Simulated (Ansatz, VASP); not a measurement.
## GaAsCl2 (Cl-GaAs-Cl chair monolayer) in two plane-wave programs

Wanted: the spread between two codes on one cell, functional and k mesh. The structure shown is the start of the Ansatz relaxation below; VASP solves that cell, so the two are compared at the walk's first step.

Main program and level: Ansatz 0.2.0; plane waves, with VASP 6.6.1 beside it; single point at PBE with D3(BJ).

## Step 1: The structure

The cell holds 4 atoms: 2 Cl, 1 As and 1 Ga. Cell: a = 3.977 Å, b = 3.976 Å, c = 34.307 Å, α = 90.0°, β = 90.0°, γ = 120.0°. Vacuum lies along c. The height across the vacuum is the one that the program set for its solve, not the one typed.

## Step 2: Ansatz: relaxation, PBE with D3(BJ)

Ansatz runs on its default PAW (the set named soft_2) files.

The two programs are compared at the cell with which this relaxation starts, whose forces are those of its first step.

Contents of input.yaml:

```yaml
crystal:
  lattice:
    - [3.9765, 0.0, 0.0]
    - [-1.98825, 3.4437500181, 0.0]
    - [0.0, 0.0, 23.2533333333]
  atoms:
    - { symbol: Cl, position: [0.6666666667, 0.3333333333, 0.3870412844] }
    - { symbol: As, position: [0.6666666667, 0.3333333333, 0.482081422] }
    - { symbol: Ga, position: [0.3333333333, 0.6666666667, 0.5166284404] }
    - { symbol: Cl, position: [0.3333333333, 0.6666666667, 0.6129587156] }
  periodic: [true, true, false]
kpoints:
  mp_grid: { grid: [12, 12, 1] }
hamiltonian:
  xc: pbe
  dispersion: d3bj
scf:
  occupations: { method: fermi_dirac, width: 0.05 }
  convergence: { dr2_threshold: 1.0e-09 }
relax:
  f_tol: 0.004
  max_steps: 90
  cell: {}
output:
  write_potential: true
  write_density: true
  volumetric_format: npy
```

Launch:

```console
ansatz run input.yaml --threads 2 --pin off --max-ram 3072MiB --backend cpu --events-out ev --progress --plain --runs-dir out
```

Numbers of over 12 decimals in the logs are rounded to 6 here.

The log of the run:

```text
Warning: crystal.periodic: the lattice vector that does not repeat stood 0.000° off the slab's normal, 23.253 Å along it as the deck builds it. The run solves the slab on a vector along the normal, 34.307 Å long, with every atom where it was (on the deck's vector they left 18.00 Å outside them, and the widest stretch free of ions among them is 2.24 Å). A fractional position that the run reports is one of the run's ce [...]
Warning: relax.cell: scf.convergence.dr2_threshold = 1e-9 eV is looser than the 1.71921609855e-10 eV advised for a relaxation that steers and ends on the stress (1e-10 eV for each atom of the cell: 4, times the square of relax.cell.stress_2d_tol = 0.05 N/m over 15.3 Å (the atoms' height at the walk's start and 5 Å past either face), 3.278e-2 GPa, over a crystal's default 0.05). What an SCF threshold leaves in a stress goes as its square root, and in the free energy as the threshold itself, and one threshold admits the most on a small cell: [figures from the program's tests cut] Set scf.convergence.dr2_threshold to 1.71921609855e-10 eV or tighter. [rest of the remark cut]
crystal.periodic: the lattice vector that does not repeat stood 0.000° off the slab's normal, 23.253 Å along it as the deck builds it. The run solves the slab on a vector along the normal, 34.307 Å long, with every atom where it was (on the deck's vector they left 18.00 Å outside them, and the widest stretch free of ions among them is 2.24 Å). A fractional position that the run reports is one of the run's cell, which [...]
Engine: ansatz 0.2.0, aarch64-unknown-linux-gnu
Pseudopotentials: kind: paw
Pseudopotential: Cl, paw, valence charge 7, recommended cutoff 420 eV (normal), Cl.paw.azcp
Pseudopotential: As, paw, valence charge 15, recommended cutoff 420 eV (normal), As.paw.azcp
Pseudopotential: Ga, paw, valence charge 13, recommended cutoff 420 eV (normal), Ga.paw.azcp
Functional definition: PBE
  parameter kappa = 0.804
  parameter beta = 0.066725
  exchange = pbe_x(kappa = kappa, mu = beta*pi^2/3)
  correlation = pbe_c(beta = beta)
Crystal: 4 atoms, lattice volume = 469.798 Å³
[...]
SCF iter   4: F=—  HF=-10801.271862 eV  |F-HF|=—  |Δ(HF+E_count)|=   6.38e-9  Δρ=2.47e-6  dr2=6.07e-8  ethr=3.92e-10  ⟨swp⟩=2.6  Hψ=717  notcnv=0
SCF iter   5: F=—  HF=-10801.271862 eV  |F-HF|=—  |Δ(HF+E_count)|=   4.60e-9  Δρ=6.01e-7  dr2=1.22e-9  ethr=1.45e-10  ⟨swp⟩=2.4  Hψ=724  notcnv=0
SCF iter   6: F=-10801.271862 eV  HF=-10801.271862 eV  |F-HF|=8.19e-11  |Δ(HF+E_count)|=   1.52e-9  Δρ=1.64e-7  dr2=1.45e-10  ethr=2.38e-12  ⟨swp⟩=10.2  Hψ=3533  notcnv=0
SCF 6 converged in 6 iterations: F = -10801.271862 eV  dr2 = 1.45e-10
relax step   6: F+E_penalty+E_count = -10801.27186220 eV  Δ(F+E_penalty+E_count) = +7.518e-7 eV  max|allowed force component| = 3.597e-4 eV/Å  Δτ_max = 0.0004 Å  P = +0.001 N/m  Ω = 503.515 Å³  energy of the carried Pulay correction = -8.046e-4 eV  fix = [c, alpha, beta]  reactions: c +0.000 N/m  (6 SCF iters, accepted)
Basis set: ecut = 420 eV, 9763 PW (Γ), exchange–correlation on 60×60×480 points (8 copies of the dense FFT grid, shifted against one another)
Initial wavefunctions: pseudopotential atomic-orbital guess (no wavefunctions were taken with the density)
iter 1 solved again at ethr=1.15e-6 eV; its pass at ethr=3.10e-3 eV (dr2=4.85e-4 eV) is discarded
SCF iter   1: F=—  HF=-10801.262910 eV  |F-HF|=—  |Δ(HF+E_count)|=         —  Δρ=2.17e-4  dr2=6.40e-6  ethr=1.15e-6  ⟨swp⟩=4.7  Hψ=4964  notcnv=0
preconditioner: auto → Resta (q_TF=auto, 1.803 Å⁻¹)  ε∞=1.5  [insulator: Δε(μ)=0.942 eV  Ē_g=13.132 eV  σ=0.050 eV  W_gap=1.00  n_scr=48 (ndim 8)  ℏωp=9.4 eV  f_vac=0.762  D(μ)=0.00/eV (n_scr^D=0)  ε∞_Penn≈1.5  vacuum switching on, ρ_ref=1.3e-2 e/Å³]
SCF iter   2: F=—  HF=-10801.269787 eV  |F-HF|=—  |Δ(HF+E_count)|=   6.88e-3  Δρ=1.09e-4  dr2=2.16e-6  ethr=1.52e-8  ⟨swp⟩=3.1  Hψ=1090  notcnv=0
SCF iter   3: F=—  HF=-10801.272558 eV  |F-HF|=—  |Δ(HF+E_count)|=   2.77e-3  Δρ=2.71e-5  dr2=1.29e-6  ethr=5.13e-9  ⟨swp⟩=3.2  Hψ=1030  notcnv=0
SCF iter   4: F=—  HF=-10801.272796 eV  |F-HF|=—  |Δ(HF+E_count)|=   2.39e-4  Δρ=7.48e-6  dr2=2.30e-7  ethr=3.06e-9  ⟨swp⟩=2.3  Hψ=780  notcnv=0
SCF iter   5: F=—  HF=-10801.272826 eV  |F-HF|=—  |Δ(HF+E_count)|=   2.98e-5  Δρ=2.38e-6  dr2=5.93e-8  ethr=5.49e-10  ⟨swp⟩=2.5  Hψ=696  notcnv=0
SCF iter   6: F=—  HF=-10801.272830 eV  |F-HF|=—  |Δ(HF+E_count)|=   4.13e-6  Δρ=7.76e-7  dr2=4.29e-9  ethr=1.41e-10  ⟨swp⟩=2.2  Hψ=662  notcnv=0
SCF iter   7: F=-10801.272831 eV  HF=-10801.272831 eV  |F-HF|=1.21e-7  |Δ(HF+E_count)|=   7.29e-7  Δρ=2.32e-7  dr2=4.17e-10  ethr=2.38e-12  ⟨swp⟩=16.1  Hψ=3989  notcnv=0
SCF 7 converged in 7 iterations: F = -10801.272831 eV  dr2 = 4.17e-10
relax step   7: F+E_penalty+E_count = -10801.27283094 eV  Δ(F+E_penalty+E_count) = -9.687e-4 eV  max|allowed force component| = 4.447e-4 eV/Å  Δτ_max = 0.0000 Å  P = +0.008 N/m  Ω = 503.515 Å³  fix = [c, alpha, beta]  reactions: c +0.000 N/m  stress off target by 8.05e-3 N/m on what of the cell is left free  SCF on the basis re-selected at this cell (its energy is not comparable with the rows above)  (7 SCF iters)
basis re-selected at this cell: Δ(F+E_penalty+E_count) = -9.687e-4 eV, ΔP = +0.007 N/m vs the last step (what re-selecting the basis moved, of the pressure what is left beyond the Pulay correction that the steps carried, after the strain that the cell walked since its last selection, with what the two solves' SCF thresholds leave and, on support functions, any second-order correction that the steps lacked; it is no measure of the basis error at this ecutwfc). The dense FFT grid was sized anew with the basis: this SCF ran on 30×30×240 points, the steps before it on 27×27×240, so part of this shift can come from that change (see relax.cell in the input reference). [rest of the remark cut]
WARN: The output density's exchange-correlation potential varies sharply where the density is thin. Do not read a vacuum level from v_tot or v_xc, or from such a field of the output density. On a cell that repeats whose density bears no net charge and no dipole along the vacuum's axis use v_es (v_loc + v_h of the components); under efield.dipole_correction with no amplitude use v_es + v_field, which holds any externa [...]
SCF converged after 7 iterations
Free energy (F): -10801.272831 eV
Harris-Foulkes:  -10801.272831 eV  (|F-HF|=1.21e-7)
Internal energy: -10801.272829 eV  (E = F + TS)
E sigma→0 (E₀):  -10801.272830 eV
Entropy (-TS):   -0.000002 eV (-0.001 meV/atom)
Fermi energy:    -6.007593 eV
--- Per-component energies (eV) ---
  E_band       = -898.707594
  E_kinetic    = 538.389825
  E_local      = -78844.947158  (includes V_loc(G=0)·N_el)
  E_nonlocal   = -187.320018
  E_hartree    = 39074.313310
  E_xc         = -360.522298
  E_vxc        = -378.489890  (∫ρ·V_xc dr)
  E_paw        = -5143.756664  (= ΣΔE_a)
  E_vpaw       = -174.966965  (= ΣTr[D̂ρ^β])
  E_aug_tail   = 0.000070  (compensation charges beyond the density's cutoff)
  E_ewald      = 34123.217086
  E_disp       = -0.646982  (pairwise vdW)
  E_smearing   = -0.000002  (= −TS)
  E_closure    = 0.000000  (closes the sum)
  Σ components = -10801.272831   (vs F -10801.272831, Δ=0.00e0)
--- Forces (eV/Å), atoms counted from 1 ---
  atom   1  Cl     0.00000000    -0.00000000     0.00044419
  atom   2  As     0.00000000     0.00000000    -0.00022772
  atom   3  Ga     0.00000000    -0.00000000     0.00020751
  atom   4  Cl     0.00000000    -0.00000000    -0.00042620
  max |Σ_I F_I| component: 2.21e-6 eV/Å
--- 2D stress c σ (N/m, compression-positive) ---
        0.008052      -0.000000      -0.000000
       -0.000000       0.008052      -0.000000
       -0.000000      -0.000000       0.000000
  P = ½ c Tr σ = 0.0081 N/m
--- Band table (eV; the first three rows and the last of 19) ---
  k-point 0: bands = ["-42.2192", "-42.1552", "-42.1552", "-42.0185", "-42.0185", "-21.9727", "-21.5186", "-20.9559", "-20.9559", "-20.8811", "-20.8811", "-20.2209", "-17.5674", "-11.9400", "-9.6680", "-9.0267", "-9.0267", "-7.9389", "-7.9389", "-6.5097", "-6.5097", "-5.5685", "-4.4423", "-1.8506", "-1.8506", "-0.9197"]
  k-point 1: bands = ["-42.2191", "-42.1552", "-42.1552", "-42.0185", "-42.0184", "-21.9645", "-21.5161", "-20.9575", "-20.9540", "-20.8816", "-20.8813", "-20.2085", "-17.5247", "-11.9420", "-9.7076", "-9.1844", "-9.0595", "-8.0365", "-7.9645", "-7.0395", "-6.5823", "-4.9202", "-4.3882", "-1.9524", "-1.6294", "-0.8232"]
  k-point 2: bands = ["-42.2190", "-42.1553", "-42.1552", "-42.0185", "-42.0182", "-21.9421", "-21.5095", "-20.9616", "-20.9490", "-20.8828", "-20.8816", "-20.1747", "-17.3997", "-11.9663", "-9.9323", "-9.5008", "-9.1502", "-8.2683", "-8.0332", "-7.6156", "-6.7514", "-4.2682", "-4.1797", "-1.8825", "-1.0413", "-0.5903"]
  k-point 18: bands = ["-42.2186", "-42.1555", "-42.1554", "-42.0180", "-42.0179", "-21.8374", "-21.4783", "-20.9694", "-20.9297", "-20.8890", "-20.8824", "-20.0176", "-16.5309", "-12.8122", "-10.8339", "-10.5219", "-9.7799", "-8.8994", "-8.5143", "-8.3656", "-7.8749", "-3.5906", "-1.8087", "-0.5709", "-0.4283", "0.4466"]
  the weakly bound empty levels are not read free of the cell's end (no_gap_told)
--- Relaxed structure (6 steps of the walk, 6 accepted, 1 SCFs on fresh bases) ---
  F+E_penalty+E_count = -10801.27283094 eV   max|allowed force component| = 4.447e-4 eV/Å   (the final SCF, on the basis selected at the relaxed cell)
  cell:  # Å, volume = 503.5148 Å³
    - [4.116722, 0, 0]
    - [-2.058361, 3.565186, 0]
    - [0, 0, 34.306667]
  atoms:
    - { symbol: Cl, position: [0.666667, 0.333333, 0.264411] }
    - { symbol: As, position: [0.666667, 0.333333, 0.328195] }
    - { symbol: Ga, position: [0.333333, 0.666667, 0.349640] }
    - { symbol: Cl, position: [0.333333, 0.666667, 0.412495] }
```

## Step 3: VASP: single point, PBE with D3(BJ), start cell

The same cell, functional, mesh and smearing now go to VASP, with its own data sets.

Lines of VASP's logs that name or quote its potential files are left out, and so is its time.

Contents of INCAR:

```
SYSTEM = GaAsCl2
PREC = Accurate
ENCUT = 400
EDIFF = 1E-06
NELM = 120
ISMEAR = -1
SIGMA = 0.05
LREAL = .FALSE.
ALGO = Normal
GGA = PE
IVDW = 12
NBANDS = 22
LORBIT = 11
LWAVE = .FALSE.
LCHARG = .FALSE.
ISIF = 2
LDIPOL = .TRUE.
IDIPOL = 3
DIPOL = 0.5 0.5 0.339
LVHAR = .TRUE.
LASPH = .TRUE.
GGA_COMPAT = .FALSE.
EFERMI = MIDGAP
NELMDL = -8
```

Contents of POSCAR:

```
GaAsCl2
1.0
    3.9765000000      0.0000000000      0.0000000000
   -1.9882500000      3.4437500000      0.0000000000
    0.0000000000      0.0000000000     34.3066670000
Cl As Ga
2 1 1
Direct
    0.6666667151      0.3333334301      0.2623396788
    0.3333332849      0.6666665699      0.4154683112
    0.6666667151      0.3333334301      0.3267586443
    0.3333332849      0.6666665699      0.3501748800
```

Contents of KPOINTS:

```
Automatic mesh
0
Gamma
12 12 1
0 0 0
```

The projector-augmented-wave data sets are Cl, As and Ga_d (PBE family, release 64).

Launch:

```console
mpirun -np 1 vasp_std
```

The log of the run:

```text
[banner, memory and clock lines left out]
running    1 mpi-ranks, on    1 nodes
 distrk:  each k-point on    1 cores,    1 groups
 distr:  one band on    1 cores,    1 groups

 POSCAR found type information on POSCAR ClAsGa
 POSCAR found :  3 types and       4 ions
 LDA part: xc-table for (Slater+PW92), standard interpolation
 POSCAR, INCAR and KPOINTS ok, starting setup
 FFT: planning ... GRIDC
 FFT: planning ... GRID_SOFT
 FFT: planning ... GRID
 WAVECAR not read
 entering main loop
       N       E                     dE             d eps       ncg     rms          rms(c)
DAV:   1     0.223679684111E+03    0.22368E+03   -0.10509E+04   980   0.895E+02
DAV:   2     0.232267745628E+02   -0.20045E+03   -0.19398E+03  1300   0.203E+02
DAV:   3    -0.125284707431E+02   -0.35755E+02   -0.35303E+02   976   0.898E+01
DAV:   4    -0.139838279790E+02   -0.14554E+01   -0.14494E+01  1112   0.229E+01
DAV:   5    -0.140278050513E+02   -0.43977E-01   -0.43939E-01  1132   0.384E+00
DAV:   6    -0.140300207751E+02   -0.22157E-02   -0.22156E-02  1238   0.862E-01
DAV:   7    -0.140300427743E+02   -0.21999E-04   -0.21998E-04  1132   0.949E-02
DAV:   8    -0.140300433616E+02   -0.58735E-06   -0.58715E-06  1048   0.152E-02    0.717E+00
DAV:   9    -0.135972759410E+02    0.43277E+00   -0.49792E-01  1350   0.123E+01    0.498E+00
DAV:  10    -0.135573030436E+02    0.39973E-01   -0.53723E-01  1192   0.904E+00    0.104E+00
DAV:  11    -0.135444314041E+02    0.12872E-01   -0.11674E-01  1138   0.462E+00    0.469E-01
DAV:  12    -0.135455434545E+02   -0.11121E-02   -0.20041E-02  1066   0.831E-01    0.160E-01
DAV:  13    -0.135455805912E+02   -0.37137E-04   -0.10887E-03  1486   0.473E-01    0.974E-02
DAV:  14    -0.135459551744E+02   -0.37458E-03   -0.71365E-04  1028   0.173E-01    0.501E-02
[...]
DAV:  19    -0.135464731663E+02   -0.84836E-04   -0.24086E-06   816   0.133E-02    0.202E-03
DAV:  20    -0.135465050075E+02   -0.31841E-04   -0.54315E-07   772   0.511E-03    0.191E-03
DAV:  21    -0.135465319932E+02   -0.26986E-04   -0.84364E-07   730   0.537E-03    0.106E-03
DAV:  22    -0.135465420865E+02   -0.10093E-04   -0.20633E-07   742   0.572E-03    0.119E-03
DAV:  23    -0.135465432123E+02   -0.11258E-05   -0.65359E-08   736   0.181E-03    0.588E-04
DAV:  24    -0.135465458845E+02   -0.26722E-05   -0.46247E-08   664   0.123E-03    0.212E-04
DAV:  25    -0.135465487324E+02   -0.28479E-05   -0.78181E-08   700   0.110E-03    0.328E-04
DAV:  26    -0.135465491988E+02   -0.46643E-06   -0.12552E-08   712   0.698E-04
   1 F= -.14237759E+02 E0= -.14237759E+02  d E =-.370516E-07
```

From OUTCAR (step 3):

```text
ion  position               nearest neighbor table
   1  0.667  0.333  0.262-   3 2.21
   2  0.333  0.667  0.415-   4 2.24
   3  0.667  0.333  0.327-   1 2.21   4 2.43   4 2.43   4 2.43
   4  0.333  0.667  0.350-   2 2.24   3 2.43   3 2.43   3 2.43

  LATTYP: Found a hexagonal cell.
 ALAT       =     3.9765000000
 C/A-ratio  =     8.6273524456

 Subroutine GETGRP returns: Found  6 space group operations
 (whereof  6 operations were pure point group operations)

The static configuration has the point symmetry C_3v.

 Found     19 irreducible k-points:

   k-points           NKPTS =     19   k-points in BZ     NKDIM =     19   number of bands    NBANDS=     22

   dimension x,y,z NGX =    28 NGY =   28 NGZ =  224
   dimension x,y,z NGXF=    56 NGYF=   56 NGZF=  448

   ENCUT  =  400.0 eV  29.40 Ry    5.42 a.u.   6.48  6.48 55.95*2*pi/ulx,y,z

   NELECT =      32.0000    total number of electrons

 k-points in reciprocal lattice and weights: Automatic mesh
   0.00000000  0.00000000  0.00000000       0.007
   0.08333333  0.00000000  0.00000000       0.042
   0.16666667 -0.00000000  0.00000000       0.042
   0.25000000  0.00000000  0.00000000       0.042
   0.33333333  0.00000000  0.00000000       0.042
   0.41666667 -0.00000000  0.00000000       0.042
   0.50000000  0.00000000  0.00000000       0.021
   0.08333333  0.08333333  0.00000000       0.042
   0.16666667  0.08333333  0.00000000       0.083
[...]
0.33333333  0.25000000  0.00000000       0.083
   0.33333333  0.33333333  0.00000000       0.014

 dipolmoment           0.000000      0.000000      0.092989 electrons x Angstroem

 average (electrostatic) potential at core
       1-100.2858       2 -99.0767       3 -59.5706       4 -74.8164

 E-fermi :  -3.9861

 k-point     1 :       0.0000    0.0000    0.0000
  band No.  band energies     occupation
    ...
     12      -7.1855      2.00000
     13      -5.8187      2.00000
     14      -5.8187      2.00000
     15      -4.7065      2.00000
     16      -4.7065      2.00000
     17      -3.3182      0.00000
     18      -3.0823      0.00000
     19       0.0647      0.00000
     20       0.0647      0.00000
     21       0.7354      0.00000
    ...

 k-point     2 :       0.0833    0.0000    0.0000
  band No.  band energies     occupation
    ...
     12      -7.2205      2.00000
     13      -5.9772      2.00000
     14      -5.8549      2.00000
     15      -5.2237      2.00000
     16      -4.7925      2.00000
     17      -3.0963      0.00000
     18      -2.6160      0.00000
     19      -0.0585      0.00000
     20       0.3075      0.00000
     21       0.8265      0.00000
    ...

 k-point     3 :       0.1667   -0.0000    0.0000
  band No.  band energies     occupation
    ...
     12      -7.3172      2.00000
     13      -6.3898      2.00000
     14      -5.9550      2.00000
     15      -5.7872      2.00000
     16      -4.9855      2.00000
     17      -2.9473      0.00000
     18      -1.9730      0.00000
     19       0.0732      0.00000
     20       0.9385      0.00000
     21       1.0592      0.00000
    ...

 Edisp (eV)   -0.69121

  Total       1.72080     1.72080    -3.72551    -0.00000     0.00000     0.00000
  in kB       5.86855     5.86855   -12.70532    -0.00000     0.00000     0.00000
  external pressure =       -0.32 kB  Pullay stress =        0.00 kB

  energy-cutoff  :      400.00
  volume of cell :      469.80
      direct lattice vectors                 reciprocal lattice vectors
     3.976500000  0.000000000  0.000000000     0.251477430  0.145190563  0.000000000
    -1.988250000  3.443750000  0.000000000     0.000000000  0.290381125  0.000000000
     0.000000000  0.000000000 34.306667000     0.000000000  0.000000000  0.029148853

 POSITION                                       TOTAL-FORCE (eV/Angst)
 -----------------------------------------------------------------------------------
      1.98825      1.14792      9.00000         0.000000      0.000000      0.387403
     -0.00000      2.29583     14.25333         0.000000      0.000000     -1.180652
      1.98825      1.14792     11.21000        -0.000000      0.000000     -0.216708
     -0.00000      2.29583     12.01333        -0.000000      0.000000      1.009957
 -----------------------------------------------------------------------------------
    total drift:                                0.000001      0.000095     -0.000329

  FREE ENERGIE OF THE ION-ELECTRON SYSTEM (eV)
  ---------------------------------------------------
  free  energy   TOTEN  =       -14.2377586602 eV

  energy  without entropy=      -14.2377586232  energy(sigma->0) =      -14.23775864

 vacuum level on the upper side and lower side of the slab         2.375         1.147

 total charge
# of ion       s       p       d       tot
------------------------------------------
    1        1.611   3.456   0.000   5.067
    2        1.608   3.461   0.000   5.069
    3        1.225   1.503   0.059   2.787
    4        0.866   0.795  10.021  11.682
--------------------------------------------------
tot          5.310   9.216  10.080  24.605

[... 3 further parts left out ...]
```

## Step 4: Side by side

Known differences besides the potentials themselves: Ansatz cuts the interaction across the vacuum, VASP repeats the sheet with a dipole correction; the data sets hold 42 valence electrons in Ansatz (on its default PAW (the set named soft_2) files) and 32 in VASP; the cutoff is 420 eV in Ansatz and 400 eV in VASP. Total energies have different zeros and are not compared.

Forces (eV/Å; atoms numbered as in POSCAR):

```tsv
atom	Ansatz x, y, z	VASP x, y, z
Cl1	0.000, 0.000, 0.399	0.000, 0.000, 0.387
Cl2	0.000, 0.000, -1.172	0.000, 0.000, -1.181
As3	0.000, 0.000, -0.217	0.000, 0.000, -0.217
Ga4	0.000, 0.000, 0.991	0.000, 0.000, 1.010
```

The forces differ by 6.9 meV/Å r.m.s., which is 1.5 % of the r.m.s. force of 0.466 eV/Å (both taken over all components). With vacuum in the cell, a pressure given here is an average over mostly empty space and none of the material.

## Step 5: What came out

* r.m.s. force difference (single point, PBE with D3(BJ), start cell): 1.5 % of the r.m.s. force

In words: The r.m.s. force difference is 1.5 % of the r.m.s. force (single point, PBE with D3(BJ), start cell), within the 3 % picked in this series as the mark of a large difference. The data sets hold unlike numbers of valence electrons (42 in Ansatz and 32 in VASP), so part of the differences comes from the potentials. 1 further run of this series is not shown here. Such differences can come from data sets, numerical settings and the points named under the comparisons, not from the functional's error against experiment.

[Lines on the potential files, build, host, timing and source positions are cut from VASP's logs without a mark.]

[Logs are printed without paths, hosts, clocks, repeated set-up lines and the standing remarks that a program may print on its own settings, such as how far it seeks lower states.]

[Hosts, paths, dates, database ids (printed as entryN), source tags and the programs' standing remarks are cut or masked in the printed files.]
